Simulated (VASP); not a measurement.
Method: PBE GGA with spin-orbit coupling, VASP's PBE PAW potentials (set 64) (plane waves; VASP 6.6.1).

Input for VASP

**KPOINTS**
```
Automatic mesh
0
Gamma
7 7 1
0 0 0
```

**INCAR**
```
# general
SYSTEM       =PtSe2
PREC         =Accurate
ENCUT        =300
LREAL        =F
LASPH        =T   # aspherical one-centre terms

# electronic loop
EDIFF        =1E-6   # SCF stop (eV)
NELM         =100   # most electronic steps
ALGO         =Normal   # blocked Davidson
LMAXMIX      =6

# smearing
ISMEAR       =0   # Gaussian
SIGMA        =0.1   # width (eV)

# functional
GGA          =PE
GGA_COMPAT   =F

# spin
MAGMOM       =9*0.0
LSORBIT      =T
LNONCOLLINEAR=T

# ions
ISIF         =2   # forces and stress, cell fixed

# output
LWAVE        =F
LCHARG       =F
LORBIT       =11   # lm-projected
```

POSCAR:
```
PtSe2
1
    3.6078860000     0.0000000000     0.0000000000
   -1.8039430000     3.1245210000     0.0000000000
    0.0000000000     0.0000000000    16.9820380000
Pt Se
1 2
Direct
  0.0000000000   0.0000000000   0.5000000000
  0.3333330000   0.6666670000   0.5878000000
  0.6666670000   0.3333330000   0.4122000000
```

POTCAR, in this order: Pt Se (PBE.64 set). Program: vasp_ncl.

The resulting files:

File OUTCAR:
```
 ion  position               nearest neighbor table
   1  0.000  0.000  0.500-   2 2.56   3 2.56   3 2.56   2 2.56   3 2.56   2 2.56
   2  0.333  0.667  0.588-   1 2.56   1 2.56   1 2.56
   3  0.667  0.333  0.412-   1 2.56   1 2.56   1 2.56
  LATTYP: Found a hexagonal cell.
 ALAT       =     3.6078860000
 C/A-ratio  =     4.7069220036
 Subroutine PRICEL returns:
 Original cell was already a primitive cell.
 Subroutine GETGRP returns: Found 12 space group operations
The static configuration has the point symmetry D_3d.
The dynamic configuration has the point symmetry D_3d.
The overall configuration has the point symmetry D_3d.
 Subroutine INISYM returns: Found 12 space group operations
 Subroutine IBZKPT returns following result:
 Found      8 irreducible k-points:

 Following reciprocal coordinates:
            Coordinates               Weight
  0.000000  0.000000  0.000000      1.000000
  0.142857 -0.000000  0.000000      6.000000
  0.285714  0.000000  0.000000      6.000000
  0.428571  0.000000  0.000000      6.000000
  0.142857  0.142857  0.000000      6.000000
  0.285714  0.142857  0.000000     12.000000
  0.428571  0.142857  0.000000      6.000000
  0.285714  0.285714  0.000000      6.000000
   k-points           NKPTS =      8   k-points in BZ     NKDIM =      8   number of bands    NBANDS=     30
   number of dos      NEDOS =    301   number of ions     NIONS =      3
   total plane-waves  NPLWV =  38400
   dimension x,y,z NGX =    20 NGY =   20 NGZ =   96
   dimension x,y,z NGXF=    40 NGYF=   40 NGZF=  192
   ions per type =               1   2
   PREC   = accura    normal or accurate (medium, high low for compatibility)
   ISTART =      0    job   : 0-new  1-cont  2-samecut
   ICHARG =      2    charge: 1-file 2-atom 10-const
   ISPIN  =      1    spin polarized calculation?
   LNONCOLLINEAR =      T non collinear calculations
   LSORBIT =      T    spin-orbit coupling
   INIWAV =      1    electr: 0-lowe 1-rand  2-diag
   ENCUT  =  300.0 eV  22.05 Ry    4.70 a.u.   5.10  5.10 23.98*2*pi/ulx,y,z
   NELM   =    100;   NELMIN=  2; NELMDL= -5     # of ELM steps
   EDIFF  = 0.1E-05   stopping-criterion for ELM
   LREAL  =      F    real-space projection
   NLSPLINE    = F    spline interpolate recip. space projectors
   LMAXMIX     =    6 max onsite mixed and CHGCAR
   VOSKOWN=      0    Vosko Wilk Nusair interpolation
   EDIFFG = 0.1E-04   stopping-criterion for IOM
   NSW    =      0    number of steps for IOM
   NBLOCK =      1;   KBLOCK =      1    inner block; outer block
   IBRION =     -1    ionic relax: 0-MD 1-quasi-New 2-CG
   NFREE  =      0    steps in history (QN), initial steepest desc. (CG)
   ISIF   =      2    stress and relaxation
   ISYM   =      2    0-nonsym 1-usesym 2-fastsym
   TEIN   =    0.0    initial temperature
   TEBEG  =    0.0;   TEEND  =   0.0 temperature during run
   SMASS  =  -3.00    Nose mass-parameter (am)
   PSTRESS=    0.0 pullay stress
   NELECT =      22.0000    total number of electrons
   EFERMI =   0.00;   METHOD = LEGACY
   ISMEAR =     0;   SIGMA  =   0.10  broadening in eV -4-tet -1-fermi 0-gaus
   IALGO  =     38    algorithm
   LDIAG  =      T    sub-space diagonalisation (order eigenvalues)
   IMIX   =      4    mixing-type and parameters
     AMIX     =   0.40;   BMIX     =  1.00
     AMIX_MAG =   1.60;   BMIX_MAG =  1.00
     AMIN     =   0.10
   GGA     = PE    functional components
   VOSKOWN =     0    Vosko Wilk Nusair interpolation
   LHFCALC =     F    Hartree Fock is set to
   LHFONE  =     F    Hartree Fock one center treatment
   AEXX    =    0.0000 exact exchange contribution
   IVDW    =     0    specifies the selected vdW correction
   LEPSILON=     F    determine dielectric tensor
   LRPA    =     F    only Hartree local field effects (RPA)
...
```

### OSZICAR
```
       N       E                     dE             d eps       ncg     rms          rms(c)
DAV:   1     0.134336099564E+03    0.13434E+03   -0.60098E+03   488   0.734E+02
DAV:   2    -0.122119179679E+01   -0.13556E+03   -0.12981E+03   700   0.180E+02
DAV:   3    -0.150919244981E+02   -0.13871E+02   -0.13637E+02   598   0.648E+01
DAV:   4    -0.153569425229E+02   -0.26502E+00   -0.26371E+00   596   0.996E+00
DAV:   5    -0.153628136218E+02   -0.58711E-02   -0.58702E-02   618   0.143E+00    0.130E+01
DAV:   6    -0.147244840814E+02    0.63833E+00   -0.47174E+00   516   0.235E+01    0.805E+00
DAV:   7    -0.145266505649E+02    0.19783E+00   -0.12322E+00   516   0.129E+01    0.396E+00
DAV:   8    -0.145042093615E+02    0.22441E-01   -0.10500E-01   558   0.241E+00    0.139E+00
DAV:   9    -0.144936752422E+02    0.10534E-01   -0.25422E-02   546   0.183E+00    0.328E-01
DAV:  10    -0.144942758539E+02   -0.60061E-03   -0.63999E-03   556   0.540E-01    0.163E-01
DAV:  11    -0.144941742653E+02    0.10159E-03   -0.49886E-04   566   0.207E-01    0.796E-02
DAV:  12    -0.144941684827E+02    0.57826E-05   -0.78931E-05   582   0.714E-02    0.265E-02
DAV:  13    -0.144941744471E+02   -0.59644E-05   -0.10417E-05   554   0.256E-02    0.108E-02
DAV:  14    -0.144941848851E+02   -0.10438E-04   -0.15363E-05   522   0.231E-02    0.766E-03
DAV:  15    -0.144942009434E+02   -0.16058E-04   -0.22527E-06   496   0.900E-03    0.341E-03
DAV:  16    -0.144942220116E+02   -0.21068E-04   -0.52953E-06   480   0.868E-03    0.261E-03
DAV:  17    -0.144942333063E+02   -0.11295E-04   -0.15617E-06   420   0.418E-03    0.195E-03
DAV:  18    -0.144942465053E+02   -0.13199E-04   -0.54405E-07   412   0.286E-03    0.968E-04
DAV:  19    -0.144942651587E+02   -0.18653E-04   -0.41983E-07   402   0.213E-03    0.847E-04
DAV:  20    -0.144942715983E+02   -0.64396E-05   -0.95091E-08   372   0.116E-03    0.327E-04
DAV:  21    -0.144942737544E+02   -0.21561E-05   -0.28814E-08   348   0.637E-04    0.177E-04
DAV:  22    -0.144942749841E+02   -0.12296E-05   -0.40635E-08   338   0.648E-04    0.601E-05
DAV:  23    -0.144942751130E+02   -0.12890E-06   -0.64664E-09   366   0.287E-04
   1 F= -.14494275E+02 E0= -.14494275E+02  d E =-.442059E-08  mag=     0.0000     0.0000     0.0000
```

### OUTCAR
```
------------------------ aborting loop because EDIFF is reached ----------------------------------------
  FORCE on cell =-STRESS in cart. coord.  units (eV):
  Direction    XX          YY          ZZ          XY          YZ          ZX
  --------------------------------------------------------------------------------------
  Total        0.2893036      0.2893036     -3.2585653      0.0000000      0.0000000     -0.0000000
  in kB        2.4212425      2.4212426    -27.2716204      0.0000000      0.0000000     -0.0000000
  external PRESSURE =      -7.4763784 kB  Pullay stress =       0.0000000 kB
  volume of cell :      191.44
      direct lattice vectors                 reciprocal lattice vectors
     3.607886000  0.000000000  0.000000000     0.277170620  0.160024529  0.000000000
    -1.803943000  3.124521000  0.000000000     0.000000000  0.320049057  0.000000000
     0.000000000  0.000000000 16.982038000     0.000000000  0.000000000  0.058885747
 POSITION                                       TOTAL-FORCE (eV/Angst)
 -----------------------------------------------------------------------------------
      0.00000      0.00000      8.49102        -0.000000      0.000000      0.000000
     -0.00000      2.08302      9.98204        -0.000000      0.000000     -1.068108
      1.80394      1.04151      7.00000         0.000000     -0.000000      1.068108
 -----------------------------------------------------------------------------------
    total drift:                                0.000000      0.000000     -0.000000
  FREE ENERGIE OF THE ION-ELECTRON SYSTEM (eV)
  ---------------------------------------------------
  free  energy   TOTEN  =       -14.4942751130 eV

  energy  without entropy=      -14.4942751086  energy(sigma->0) =      -14.49427511

 total charge

# of ion       s       p       d       tot
------------------------------------------
    1        0.649   0.639   7.935   9.223
    2        1.481   2.227   0.047   3.755
    3        1.481   2.227   0.047   3.755
--------------------------------------------------
tot          3.611   5.092   8.029  16.732

 magnetization (x)

# of ion       s       p       d       tot
------------------------------------------
    1        0.000   0.000   0.000   0.000
    2       -0.000   0.000  -0.000  -0.000
    3       -0.000   0.000  -0.000  -0.000
--------------------------------------------------
tot         -0.000   0.000  -0.000  -0.000

 magnetization (y)

# of ion       s       p       d       tot
------------------------------------------
    1        0.000  -0.000   0.000   0.000
    2        0.000   0.000  -0.000   0.000
    3        0.000   0.000  -0.000   0.000
--------------------------------------------------
tot          0.000  -0.000  -0.000   0.000

 magnetization (z)

# of ion       s       p       d       tot
------------------------------------------
    1        0.000  -0.000   0.000  -0.000
    2        0.000   0.000   0.000   0.000
    3        0.000   0.000   0.000   0.000
--------------------------------------------------
tot          0.000  -0.000   0.000  -0.000

 Ion:    1  E_soc:     -0.7527413

 Ion:    2  E_soc:     -0.0276648

 Ion:    3  E_soc:     -0.0276648
```
(Selected blocks of OUTCAR.)

At this cut-off the stress carries a Pulay error, which pulls relaxed volumes low. The cell holds a wide vacuum, so values per volume refer to the whole cell.

The cell is a sheet with vacuum, built from a generated structure.
